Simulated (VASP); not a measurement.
A cell of Ba (bcc) near equilibrium:

```
CELL_PARAMETERS angstrom
     -2.53999     2.53999     2.53999
      2.53999    -2.53999     2.53999
      2.53999     2.53999    -2.53999
ATOMIC_POSITIONS crystal
  Ba 0.00000 0.00000 0.00000
```

The numbers are results of r2SCAN meta-GGA, VASP's PBE PAW potentials (set 64) (plane waves; VASP 6.6.1), not measurements.

```
run               ΔE (meV/atom)    σxx    σyy    σzz  largest shear component, with its sign (GPa)  largest force (eV/Å)
----------------  -------------  -----  -----  -----  --------------------------------------------  --------------------
as it is                    0.0  -0.03  -0.03  -0.03                                          0.00                 0.000
after one change           22.9  -0.83  -0.83  -0.83                                          0.00                 0.000
```
Stress is in GPa, positive when the cell is compressed.

Question: Which change was made?
A. isotropic strain of -0.5 %
B. isotropic strain of +4.0 %
C. biaxial strain of -1.0 % in the xz plane
D. biaxial strain of -3.0 % in the yz plane

Answer: B, isotropic strain of +4.0 %

The compound is Ba in the bcc structure.
